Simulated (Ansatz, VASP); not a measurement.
## HfTa: VASP beside Ansatz

Contents of INCAR:

```
ALGO = Fast
EDIFF = 1E-6
ENCUT = 520
GGA = PS
ISIF = 2
ISMEAR = 0
LASPH = True
LCHARG = False
LREAL = False
LWAVE = False
NBANDS = 18
NELM = 60
PREC = Accurate
SIGMA = 0.1
```

KPOINTS

```
k-points
0
Gamma
  6 6 4
```

File POSCAR:

```
HfTa
1.0
    1.7127470000     -2.3996010000      0.0000000000
    1.7127470000      2.3996010000      0.0000000000
    0.0000000000      0.0000000000      4.8475550000
Hf Ta
1 1
Direct
    0.0000000000      0.0000000000      0.0000000000
    0.5000000000      0.5000000000      0.5000000000
```

Input for Ansatz:

```yaml
crystal:
  lattice:
    - [1.712747, -2.399601, 0.0]
    - [1.712747, 2.399601, 0.0]
    - [0.0, 0.0, 4.847555]
  atoms:
    - { symbol: Hf, position: [0.0, 0.0, 0.0] }
    - { symbol: Ta, position: [0.5, 0.5, 0.5] }
basis:
  ecutwfc: 420
kpoints:
  mp_grid: { grid: [6, 6, 4] }
hamiltonian:
  xc: pbesol
scf:
  occupations: { method: gaussian, width: 0.1 }
output:
  forces: true
  stress: true
  eigenvalues: true
```

The cell comes from a database or a generator and needn't be the stable form of this composition.

Alike in both runs: task single point; functional PBEsol; k mesh 6 × 6 × 4; occupations gaussian, width 0.1 eV; no spin polarisation.

|  | VASP | Ansatz |
| --- | --- | --- |
| version | VASP 6.6.1 | Ansatz 0.2.0 |
| potentials or method | VASP PAW PBE potentials, release 64 (Hf_pv, Ta_pv) | scalar-relativistic, plane waves, PAW |
| plane-wave cutoff (eV) | 520 | 420 |
| valence electrons in the cell | 21 | 39 |

```csv
,VASP,Ansatz,Ansatz less VASP
gap on the k mesh at the Fermi level (eV),none,none,-
pressure (GPa),-4.9,-4.7,+0.22
largest component of the traceless stress (GPa),0.65,0.60,-0.051
```

A gap of «none» marks a metal or a gap that the smearing closes. The two sets of potentials don't hold the same shells in valence.

Caveats: the k mesh is coarse (spacing up to 0.38 Å⁻¹), so the values aren't converged; the PAW data sets were made with another functional, which shifts forces and pressure a little (VASP). Spin-orbit coupling is left out, which matters for the levels of Hf, Ta.
